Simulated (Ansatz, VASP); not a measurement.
# P in two plane-wave programs

Wanted: the spread between two codes on one cell, functional and k mesh. The cell is taken from a series of runs on this material, whose earlier steps may have relaxed, scaled, displaced or heated it; both programs get it as it stands.

Program: Ansatz 0.2.0. Level of theory: plane waves, with VASP 6.6.1 beside it; single point at PBEsol. Results are calculated unless marked as measured.

### Step 1. Set-up

The cell holds 4 atoms: 4 P. Its edges and angles: a = 4.423 Å, b = 3.350 Å, c = 17.131 Å, α = 90.0°, β = 90.0°, γ = 90.0°. It derives from P. As first built, before any earlier steps moved the atoms (in the runner's words): kind sheets cut from a layered crystal; sheets 1; series ['strain P', 1, 'biaxial strain (%)']. Vacuum lies along c.

### Step 2. VASP: single point, PBEsol

With cell and atoms fixed, the geometry can't cause a difference; cores, projectors, grids and the points listed under the comparison can.

Lines of VASP's logs that name or quote its potential files are left out, and so is its time.

File INCAR:

```
SYSTEM = P
PREC = Accurate
ENCUT = 400
EDIFF = 1E-06
NELM = 120
ISMEAR = -1
SIGMA = 0.02
LREAL = .FALSE.
ALGO = Normal
GGA = PS
NBANDS = 16
LORBIT = 11
LWAVE = .FALSE.
LCHARG = .FALSE.
ISIF = 2
LASPH = .TRUE.
GGA_COMPAT = .FALSE.
EFERMI = MIDGAP
```

File POSCAR:

```
P
1.0
    4.4230930000      0.0000000000      0.0000000000
    0.0000000000      3.3495640000      0.0000000000
    0.0000000000      0.0000000000     17.1307681600
P
4
Direct
    0.4166998749      0.0000000000      0.5615140428
    0.0833001251      0.5000000000      0.5615140428
    0.9166998749      0.5000000000      0.4384859572
    0.5833001251      0.0000000000      0.4384859572
```

File KPOINTS:

```
Automatic mesh
0
Gamma
6 8 1
0 0 0
```

PAW data sets: P (PBE family, release 64).

Command:

```console
> mpirun -np 1 vasp_std
```

Numbers of over 12 decimals in the logs are rounded to 6 here.

The log of the run:

```text
[banner, memory and clock lines left out]
running    1 mpi-ranks, on    1 nodes
 distrk:  each k-point on    1 cores,    1 groups
 distr:  one band on    1 cores,    1 groups

 POSCAR found type information on POSCAR P
 POSCAR found :  1 types and       4 ions
|                                                                             |
|               ----> ADVICE to this user running VASP <----                  |
|                                                                             |
|     You enforced a specific xc type in the INCAR file but a different       |
|     [... a line on the potential file left out ...]
|     I HOPE YOU KNOW WHAT YOU ARE DOING!                                     |
|                                                                             |

 LDA part: xc-table for (Slater+PW92), standard interpolation
 POSCAR, INCAR and KPOINTS ok, starting setup
 FFT: planning ... GRIDC
 FFT: planning ... GRID_SOFT
 FFT: planning ... GRID
 WAVECAR not read
 entering main loop
       N       E                     dE             d eps       ncg     rms          rms(c)
DAV:   1     0.114251412713E+03    0.11425E+03   -0.58547E+03   640   0.735E+02
DAV:   2    -0.109118314993E+02   -0.12516E+03   -0.11961E+03   992   0.154E+02
DAV:   3    -0.228194669581E+02   -0.11908E+02   -0.11857E+02   872   0.555E+01
DAV:   4    -0.230456067651E+02   -0.22614E+00   -0.22586E+00   920   0.959E+00
DAV:   5    -0.230520044862E+02   -0.63977E-02   -0.63973E-02   960   0.143E+00    0.994E+00
DAV:   6    -0.228968087397E+02    0.15520E+00   -0.80121E-02   864   0.151E+00    0.583E+00
DAV:   7    -0.228226385648E+02    0.74170E-01   -0.14497E-01   848   0.205E+00    0.267E-01
DAV:   8    -0.228223443183E+02    0.29425E-03   -0.10281E-02   848   0.646E-01    0.140E-01
DAV:   9    -0.228222351628E+02    0.10916E-03   -0.53416E-04  1040   0.138E-01    0.107E-01
DAV:  10    -0.228219820980E+02    0.25306E-03   -0.40774E-04   800   0.978E-02    0.708E-02
DAV:  11    -0.228218926355E+02    0.89462E-04   -0.13060E-04   872   0.523E-02    0.250E-02
DAV:  12    -0.228221241352E+02   -0.23150E-03   -0.29912E-04   760   0.641E-02    0.168E-02
DAV:  13    -0.228221502476E+02   -0.26112E-04   -0.74786E-06   928   0.150E-02    0.804E-03
DAV:  14    -0.228222290023E+02   -0.78755E-04   -0.92895E-06   760   0.150E-02    0.147E-02
DAV:  15    -0.228222067635E+02    0.22239E-04   -0.13688E-05   760   0.111E-02    0.611E-03
DAV:  16    -0.228222863493E+02   -0.79586E-04   -0.54474E-06   656   0.802E-03    0.610E-03
DAV:  17    -0.228223141335E+02   -0.27784E-04   -0.19002E-06   656   0.460E-03    0.358E-03
DAV:  18    -0.228223295147E+02   -0.15381E-04   -0.10560E-06   648   0.354E-03    0.182E-03
DAV:  19    -0.228223336716E+02   -0.41568E-05   -0.21308E-07   632   0.162E-03    0.647E-04
DAV:  20    -0.228223356392E+02   -0.19676E-05   -0.10068E-07   592   0.933E-04    0.284E-04
DAV:  21    -0.228223359467E+02   -0.30753E-06   -0.12897E-08   584   0.405E-04
   1 F= -.22822336E+02 E0= -.22822336E+02  d E =-.374408E-10
```

From OUTCAR (step 2):

```text
ion  position               nearest neighbor table
   1  0.417  0.000  0.562-   2 2.23   2 2.23   4 2.23
   2  0.083  0.500  0.562-   1 2.23   1 2.23   3 2.23
   3  0.917  0.500  0.438-   4 2.23   4 2.23   2 2.23
   4  0.583  0.000  0.438-   3 2.23   3 2.23   1 2.23

  LATTYP: Found a simple orthorhombic cell.
 ALAT       =     3.3495640000
 B/A-ratio  =     1.3204981305
 C/A-ratio  =     5.1143277633

 Subroutine GETGRP returns: Found  8 space group operations
 (whereof  4 operations were pure point group operations)

The static configuration has the point symmetry C_2h.
 The point group associated with its full space group is D_2h.

 Found     20 irreducible k-points:

   k-points           NKPTS =     20   k-points in BZ     NKDIM =     20   number of bands    NBANDS=     16

   dimension x,y,z NGX =    30 NGY =   24 NGZ =  112
   dimension x,y,z NGXF=    60 NGYF=   48 NGZF=  224

   ENCUT  =  400.0 eV  29.40 Ry    5.42 a.u.   7.21  5.46 27.94*2*pi/ulx,y,z

   NELECT =      20.0000    total number of electrons

 k-points in reciprocal lattice and weights: Automatic mesh
   0.00000000  0.00000000  0.00000000       0.021
   0.16666667  0.00000000  0.00000000       0.042
   0.33333333  0.00000000  0.00000000       0.042
   0.50000000  0.00000000  0.00000000       0.021
   0.00000000  0.12500000  0.00000000       0.042
   0.16666667  0.12500000  0.00000000       0.083
   0.33333333  0.12500000  0.00000000       0.083
   0.50000000  0.12500000  0.00000000       0.042
   0.00000000  0.25000000  0.00000000       0.042
[...]
0.33333333  0.50000000  0.00000000       0.042
   0.50000000  0.50000000  0.00000000       0.021

 average (electrostatic) potential at core
       1 -90.5370       2 -90.5370       3 -90.5370       4 -90.5370

 E-fermi :  -1.2246

 k-point     1 :       0.0000    0.0000    0.0000
  band No.  band energies     occupation
    ...
      6      -6.1169      2.00000
      7      -5.3523      2.00000
      8      -3.5831      2.00000
      9      -3.4256      2.00000
     10      -1.6391      2.00000
     11      -0.8101      0.00000
     12      -0.3933      0.00000
     13       0.7665      0.00000
     14       1.6135      0.00000
     15       2.8395      0.00000
    ...

 k-point     2 :       0.1667    0.0000    0.0000
  band No.  band energies     occupation
    ...
      6      -5.6897      2.00000
      7      -5.2318      2.00000
      8      -3.6709      2.00000
      9      -2.7131      2.00000
     10      -2.4779      2.00000
     11      -0.2601      0.00000
     12      -0.0776      0.00000
     13       0.4551      0.00000
     14       1.4253      0.00000
     15       3.0488      0.00000
    ...

 k-point     3 :       0.3333    0.0000    0.0000
  band No.  band energies     occupation
    ...
      6      -4.8941      2.00000
      7      -4.3180      2.00000
      8      -3.9608      2.00000
      9      -3.6073      2.00000
     10      -1.9043      2.00000
     11      -0.0497      0.00000
     12       0.0620      0.00000
     13       0.9886      0.00000
     14       1.2862      0.00000
     15       2.4670      0.00000
    ...

  Total       -0.3312195     -1.7763314      0.0472738      0.0000000      0.0000000      0.0000000
  in kB       -2.0909095    -11.2135568      0.2984280      0.0000000      0.0000000      0.0000000
  external PRESSURE =      -4.3353461 kB  Pullay stress =       0.0000000 kB

  energy-cutoff  :      400.00
  volume of cell :      253.80
      direct lattice vectors                 reciprocal lattice vectors
     4.423093000  0.000000000  0.000000000     0.226086135  0.000000000  0.000000000
     0.000000000  3.349564000  0.000000000     0.000000000  0.298546318  0.000000000
     0.000000000  0.000000000 17.130768160     0.000000000  0.000000000  0.058374498

 POSITION                                       TOTAL-FORCE (eV/Angst)
 -----------------------------------------------------------------------------------
      1.84310      0.00000      9.61917         0.000274     -0.000000      0.013247
      0.36844      1.67478      9.61917        -0.000274      0.000000      0.013247
      4.05465      1.67478      7.51160         0.000274      0.000000     -0.013247
      2.57999      0.00000      7.51160        -0.000274      0.000000     -0.013247
 -----------------------------------------------------------------------------------
    total drift:                               -0.000000     -0.000000     -0.000000

  FREE ENERGIE OF THE ION-ELECTRON SYSTEM (eV)
  ---------------------------------------------------
  free  energy   TOTEN  =       -22.8223359467 eV

  energy  without entropy=      -22.8223359466  energy(sigma->0) =      -22.82233595

 total charge
# of ion       s       p       d       tot
------------------------------------------
    1        1.077   1.373   0.000   2.450
    2        1.077   1.373   0.000   2.450
    3        1.077   1.373   0.000   2.450
    4        1.077   1.373   0.000   2.450
--------------------------------------------------
tot          4.307   5.493   0.000   9.800

[... 3 further parts left out ...]
```

### Step 3. Ansatz: single point, PBEsol

Ansatz runs on its PAW soft_1 files.

The same cell, functional, mesh and smearing now go to Ansatz, which takes its cutoff from its data sets.

File input.yaml:

```yaml
crystal:
  lattice:
    - [4.423093, 0.0, 0.0]
    - [0.0, 3.349564, 0.0]
    - [0.0, 0.0, 17.13076816]
  atoms:
    - { symbol: P, position: [0.4166998749, 0.0, 0.5615140428] }
    - { symbol: P, position: [0.0833001251, 0.5, 0.5615140428] }
    - { symbol: P, position: [0.9166998749, 0.5, 0.4384859572] }
    - { symbol: P, position: [0.5833001251, 0.0, 0.4384859572] }
kpoints:
  mp_grid: { grid: [6, 8, 1] }
scf:
  occupations: { method: fermi_dirac, width: 0.02 }
  n_extra_bands: 8
hamiltonian:
  xc: pbesol
  pseudopotentials: { kind: paw, azcp: { folder: soft_1 }, xc_functional: pbe }
output:
  forces: true
  write_potential: true
  volumetric_format: []
  dos:
    projected: true
    de: 0.05
    e_range: [-30, 12]
    method: { smearing: { sigma: 0.12, scheme: gaussian } }
  eigenstates:
    kpoints:
      - [0.5, 0.0, 0.0]
      - [0.45, 0.0, 0.0]
      - [0.4, 0.0, 0.0]
      - [0.35, 0.0, 0.0]
      - [0.3, 0.0, 0.0]
      - [0.25, 0.0, 0.0]
      - [0.2, 0.0, 0.0]
      - [0.15, 0.0, 0.0]
      - [0.1, 0.0, 0.0]
      - [0.05, 0.0, 0.0]
      - [0.0, 0.0, 0.0]
      - [0.0, 0.03571429, 0.0]
      - [0.0, 0.07142857, 0.0]
      - [0.0, 0.10714286, 0.0]
      - [0.0, 0.14285714, 0.0]
      - [0.0, 0.17857143, 0.0]
      - [0.0, 0.21428571, 0.0]
      - [0.0, 0.25, 0.0]
      - [0.0, 0.28571429, 0.0]
      - [0.0, 0.32142857, 0.0]
      - [0.0, 0.35714286, 0.0]
      - [0.0, 0.39285714, 0.0]
      - [0.0, 0.42857143, 0.0]
      - [0.0, 0.46428571, 0.0]
      - [0.0, 0.5, 0.0]
      - [0.05, 0.5, 0.0]
      - [0.1, 0.5, 0.0]
      - [0.15, 0.5, 0.0]
      - [0.2, 0.5, 0.0]
      - [0.25, 0.5, 0.0]
      - [0.3, 0.5, 0.0]
      - [0.35, 0.5, 0.0]
      - [0.4, 0.5, 0.0]
      - [0.45, 0.5, 0.0]
      - [0.5, 0.5, 0.0]
      - [0.5, 0.46428571, 0.0]
      - [0.5, 0.42857143, 0.0]
      - [0.5, 0.39285714, 0.0]
      - [0.5, 0.35714286, 0.0]
      - [0.5, 0.32142857, 0.0]
      - [0.5, 0.28571429, 0.0]
      - [0.5, 0.25, 0.0]
      - [0.5, 0.21428571, 0.0]
      - [0.5, 0.17857143, 0.0]
      - [0.5, 0.14285714, 0.0]
      - [0.5, 0.10714286, 0.0]
      - [0.5, 0.07142857, 0.0]
      - [0.5, 0.03571429, 0.0]
    e_range: [-8.0, 6.0]
    unfold:
      supercell_matrix: [[1, 0, 0], [0, 1, 0], [0, 0, 1]]
      layers:
        axis: 3
        edges: [0.204988, 0.409298, 0.464975, 0.535025, 0.590701, 0.795012]
```

Command:

```console
> ansatz run input.yaml --threads 4 --pin off --max-ram 11264MiB --backend cpu --events-out ev --progress --plain --runs-dir out
```

The log of the run:

```text
scf.n_extra_bands = 8 over 10 filled bands (N_el = 20.0): the run solves 18 bands
Engine: ansatz 0.2.0, aarch64-unknown-linux-gnu
Pseudopotentials: kind: paw
Pseudopotential: P, paw, valence charge 5, recommended cutoff 420 eV (normal), soft_1/P.paw.azcp
Functional definition: PBEsol
  exchange = pbesol_x
  correlation = pbesol_c
Crystal: 4 atoms, lattice volume = 253.800 Å³
Basis set: ecut = 420 eV, 5009 PW (Γ), exchange–correlation on 60×48×240 points (8 copies of the dense FFT grid, shifted against one another)
Bands: 18, of which v1, the nominal top of the filled ones, is band 10 counted from 1 (9 counted from 0)
Symmetry: 8 space group operations
Space group: Pmna (ITA 53), of the structure as read, at distance tolerance 6.3e-5 Å
k-points: 20 of 48
Non-local potential: P, projectors of the file, l = 0: 2, l = 1: 2, l = 2: 1
PAW form: soft (Blöchl's): semilocal exchange-correlation on the pseudo side does not see the compensation charge
PAW frozen core: P, regenerated for the run's functional, and the local potential with it (the file was generated under x = pbe(κ = 0.804, μ = 0.219515), c = pbe(β = 0.066725))
PAW one-centre angular grid: P, 110 points (default); XC on 64 Gauss nodes
Initial density: superposition of atomic densities (neutral atoms: chi_scale 0, normalization atom)
Initial wavefunctions: pseudopotential atomic-orbital guess
Functional: x = pbesol(κ = 0.804, μ = 0.123457), c = pbesol(β = 0.046)
SCF iter   1: F=—  HF=-2960.153756 eV  |F-HF|=—  |Δ(HF+E_count)|=         —  Δρ=2.16e-2  dr2=8.31e-1  ethr=3.10e-3  ⟨swp⟩=12.0  Hψ=3500  notcnv=0
preconditioner: auto → Resta (q_TF=auto, 1.786 Å⁻¹)  ε∞=2.0  [insulator: Δε(μ)=0.983 eV  Ē_g=10.316 eV  σ=0.020 eV  W_gap=1.00  n_scr=18 (ndim 8)  ℏωp=10.4 eV  f_vac=0.608  D(μ)=0.00/eV (n_scr^D=0)  ε∞_Penn≈2.0  vacuum switching on, ρ_ref=7.7e-3 e/Å³]
SCF iter   2: F=—  HF=-2959.959674 eV  |F-HF|=—  |Δ(HF+E_count)|=   1.94e-1  Δρ=1.09e-2  dr2=2.03e-1  ethr=3.10e-3  ⟨swp⟩=1.0  Hψ=520  notcnv=0  defer=10
SCF iter   3: F=—  HF=-2959.906555 eV  |F-HF|=—  |Δ(HF+E_count)|=   5.31e-2  Δρ=5.92e-4  dr2=9.62e-4  ethr=1.01e-3  ⟨swp⟩=3.0  Hψ=585  notcnv=0  defer=54
SCF iter   4: F=—  HF=-2959.906912 eV  |F-HF|=—  |Δ(HF+E_count)|=   3.57e-4  Δρ=2.02e-4  dr2=2.93e-4  ethr=4.81e-6  ⟨swp⟩=3.5  Hψ=768  notcnv=0  defer=60
SCF iter   5: F=—  HF=-2959.906827 eV  |F-HF|=—  |Δ(HF+E_count)|=   8.48e-5  Δρ=4.79e-5  dr2=1.05e-5  ethr=1.47e-6  ⟨swp⟩=2.0  Hψ=433  notcnv=0  defer=60
SCF iter   6: F=—  HF=-2959.906820 eV  |F-HF|=—  |Δ(HF+E_count)|=   6.95e-6  Δρ=1.58e-5  dr2=2.23e-6  ethr=5.27e-8  ⟨swp⟩=2.2  Hψ=563  notcnv=0  defer=60
SCF iter   7: F=-2959.906820 eV  HF=-2959.906820 eV  |F-HF|=1.87e-8  |Δ(HF+E_count)|=   5.42e-8  Δρ=4.36e-6  dr2=8.52e-8  ethr=5.00e-10  ⟨swp⟩=20.1  Hψ=3699  notcnv=0
SCF 1 converged in 7 iterations: F = -2959.906820 eV  dr2 = 8.52e-8
  greatest PAW one-centre occupation: 0.803 electrons in one spin orbital (limit 2), on the P atom at site 3 (counted from 0), in its partial waves of l = 0
NSCF: frozen V_eff on 48 k-points
SCF converged after 7 iterations
Free energy (F): -2959.906820 eV
Harris-Foulkes:  -2959.906820 eV  (|F-HF|=1.87e-8)
Internal energy: -2959.906820 eV  (E = F + TS)
E sigma→0 (E₀):  -2959.906820 eV
Fermi energy:    -0.927671 eV
--- Per-component energies (eV) ---
  E_band       = -151.426633
  E_kinetic    = 272.085106
  E_local      = -4239.493495  (includes V_loc(G=0)·N_el)
  E_nonlocal   = 130.484321
  E_hartree    = 1979.006487
  E_xc         = -286.851800
  E_vxc        = -241.831653  (∫ρ·V_xc dr)
  E_paw        = -2172.681215  (= ΣΔE_a)
  E_vpaw       = -30.688741  (= ΣTr[D̂ρ^β])
  E_aug_tail   = -0.000001  (compensation charges beyond the density's cutoff)
  E_ewald      = 1357.359392
  E_core_change = 0.184385  (= ΣΔE_core)
  E_smearing   = -0.000000  (= −TS)
  E_closure    = 0.000000  (closes the sum)
  Σ components = -2959.906820   (vs F -2959.906820, Δ=0.00e0)
--- Forces (eV/Å), atoms counted from 1 ---
  atom   1  P      0.01227710     0.00000000     0.03023541
  atom   2  P     -0.01227710     0.00000000     0.03023541
  atom   3  P      0.01227710     0.00000000    -0.03023541
  atom   4  P     -0.01227710     0.00000000    -0.03023541
  max |Σ_I F_I| component: 3.47e-18 eV/Å
--- Band table (eV; the first three rows and the last of 20) ---
  k-point 0: bands = [... 6 lower, -5.0694, -3.3035, -3.1241, -1.3350, -0.5218, -0.1221, 1.0249, 1.8926, ... 4 higher]
  k-point 1: bands = [... 6 lower, -5.8472, -3.9983, -3.0470, -1.4009, -0.3485, 1.0046, 1.2072, 2.1995, ... 4 higher]
  k-point 2: bands = [... 6 lower, -5.4020, -4.2439, -2.9984, -1.8523, -0.1788, 0.1565, 1.7317, 2.2273, ... 4 higher]
  k-point 19: bands = [... 6 lower, -6.2473, -6.2473, -2.6425, -2.6425, 1.0314, 1.0314, 2.8904, 2.8904, ... 4 higher]
```

The column dr2 measures how far the density is from self-consistency, as an energy; F and HF (Harris–Foulkes) agree once it is small.

### Step 4. Differences

Known differences besides the potentials themselves: the cutoff is 420 eV in Ansatz and 400 eV in VASP; Ansatz makes its cores anew for this functional, VASP keeps those of its PBE data sets. Total energies have different zeros and are not compared.

The two programs side by side:

```tsv
quantity	Ansatz	VASP	difference
gap on the k mesh (eV)	0.813	0.829	-0.016
```

At this near-relaxed geometry the largest component of a force difference is 17 meV/Å. A gap on the mesh is an upper bound, since the band edges may lie between its points. With vacuum in the cell, a pressure given here is an average over mostly empty space and none of the material.

### Step 5. Summary of results

- r.m.s. force difference (single point, PBEsol): 12 meV/Å

What this shows: The r.m.s. force difference is 12 meV/Å (single point, PBEsol), at about the 12 meV/Å picked in this series as the mark of a large difference. What causes the difference of the single point, PBEsol pair stays open here. 1 further run of this series is not shown here. How closely two codes agree says nothing of how well the functional describes the real material.

[Lines on the potential files, build, host, timing and source positions are cut from VASP's logs without a mark.]

[Logs are printed without paths, hosts, clocks, repeated set-up lines and the standing remarks that a program may print on its own settings, such as how far it seeks lower states.]

[Hosts, paths, dates, database ids (printed as entryN), source tags and the programs' standing remarks are cut or masked in the printed files.]
